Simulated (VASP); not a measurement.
OSZICAR of a VASP run on AlInSb2 (space group R3m):

File OSZICAR:
```
       N       E                     dE             d eps       ncg     rms          rms(c)
DAV:   1     0.174934677413E+03    0.17493E+03   -0.87538E+03  2380   0.113E+03
DAV:   2    -0.173458714474E+00   -0.17511E+03   -0.16988E+03  2600   0.300E+02
DAV:   3    -0.171892431638E+02   -0.17016E+02   -0.16647E+02  3024   0.114E+02
DAV:   4    -0.178761948278E+02   -0.68695E+00   -0.68428E+00  2908   0.263E+01
DAV:   5    -0.179112842022E+02   -0.35089E-01   -0.35082E-01  3752   0.561E+00    0.645E+00
DAV:   6    -0.176445378032E+02    0.26675E+00   -0.35244E-01  3280   0.792E+00    0.378E+00
DAV:   7    -0.175732118227E+02    0.71326E-01   -0.17117E-01  3436   0.286E+00    0.199E+00
DAV:   8    -0.175668529420E+02    0.63589E-02   -0.12869E-02  3124   0.729E-01    0.731E-01
DAV:   9    -0.175655731753E+02    0.12798E-02   -0.46572E-03  3246   0.890E-01    0.378E-01
DAV:  10    -0.175656184162E+02   -0.45241E-04   -0.76065E-04  2706   0.224E-01    0.543E-02
DAV:  11    -0.175656353462E+02   -0.16930E-04   -0.30630E-05  3408   0.564E-02    0.220E-02
DAV:  12    -0.175656399906E+02   -0.46444E-05   -0.70216E-06  2538   0.224E-02    0.163E-02
DAV:  13    -0.175656398885E+02    0.10201E-06   -0.17043E-06  2400   0.848E-03
   1 F= -.17565640E+02 E0= -.17565640E+02  d E =-.555156E-06  mag=    -0.0000    -0.0000     0.0000
       N       E                     dE             ncg
       N       E                     dE             ncg
```

Which electronic solver shows in the log?

It is blocked Davidson (ALGO = Normal, or the opening steps of other solvers). The INCAR had ALGO = Normal.

How was spin treated?

With non-collinear spinors: mag has three components.

Can the final energy be trusted as converged?

The run converged. It stopped with EDIFF = 1E-6, NELM = 100 (LDA (Ceperley-Alder, Perdew-Zunger) with spin-orbit coupling, plane waves, VASP's LDA PAW potentials (set 64)).

The structure comes from a computed database's AlInSb2 entry (R3m); how it stands against other phases isn't given here. It was relaxed first, which changed the volume by -7 %.
